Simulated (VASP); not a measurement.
Tc (hcp) is relaxed at rising pressure, each step from the one before. Symmetry mostly holds the structure type, and other phases were not tried. The mesh follows the cell, and a change of mesh leaves a small step in the series.

Consider the following.

```xyz
2
Lattice="1.3558 -2.3484 0.0000 1.3558 2.3484 0.0000 0.0000 0.0000 4.3226" Properties=species:S:1:pos:R:3 pbc="T T T"
Tc     1.3558     0.7828     1.0807
Tc     1.3558    -0.7828     3.2420
```

Level of theory: LDA (Ceperley-Alder, Perdew-Zunger), VASP's LDA PAW potentials (set 64) (plane waves; VASP 6.6.1). Run with 500 eV cut-off, 15×15×9 Γ-centred mesh, first-order Methfessel-Paxton smearing of 0.10 eV, potentials Tc_pv.

| P (GPa) | V (Å³/atom) | H − H(0) (eV/atom) | space group | gap on the mesh (eV) | k-mesh |
|---|---|---|---|---|---|
| 0 | 13.76 | 0.000 | P6_3/mmc | 0.00 | 15×15×9 |
| 5 | 13.57 | 0.427 | P6_3/mmc | 0.00 | 15×15×9 |
| 10 | ? | ? | P6_3/mmc | 0.00 | 15×15×9 |
| 20 | 13.08 | 1.677 | P6_3/mmc | 0.00 | 16×16×9 |
| 30 | 12.78 | 2.485 | P6_3/mmc | 0.00 | 16×16×9 |
| 45 | ? | ? | P6_3/mmc | 0.00 | 16×16×9 |

Q: What belongs in the gaps?

A: 
- 10, V (Å³/atom): 13.40
- 10, H − H(0) (eV/atom): 0.848
- 45, V (Å³/atom): 12.40
- 45, H − H(0) (eV/atom): 3.664

Pressures at which the relaxation failed are left out.

The compound is Tc in the hcp structure.
